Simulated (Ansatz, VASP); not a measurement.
**RuAu: VASP beside Ansatz**

```
Ru Au
1.0
     3.10020    0.00000    0.00000
     0.00000    3.10020    0.00000
     0.00000    0.00000    3.10020
Ru Au
1 1
Direct
  0.00000 0.00000 0.00000
  0.50000 0.50000 0.50000
```

The cell was built by a generator and needn't be a form met in nature.

Alike in both runs: task single point; functional PBE; k mesh 8 × 8 × 8; occupations fermi-dirac, width 0.05 eV; no spin polarisation.

|  | VASP | Ansatz |
| --- | --- | --- |
| version | VASP 6.6.1 | Ansatz 0.2.0 |
| potentials or method | VASP PAW PBE potentials, release 64 (Ru_pv, Au) | Ansatz PAW |
| plane-wave cutoff (eV) | 520 | 420 |
| valence electrons in the cell | 25 | 35 |

VASP gave:

| Property | Result |
| --- | --- |
| gap on the k mesh at the Fermi level (eV) | none |
| pressure (GPa) | 15.3 |

Question: Which values does Ansatz return?

Answer: gap on the k mesh at the Fermi level (eV): none; pressure (GPa): 15.6.

A gap of «none» marks a metal or a gap that the smearing closes. The two sets of potentials don't hold the same shells in valence.

Caveats: so large a pressure means that the cell lies far from this level's equilibrium, or that cutoff or potentials fall short (VASP). The runs have no spin-orbit coupling, so splittings on Au are missing.
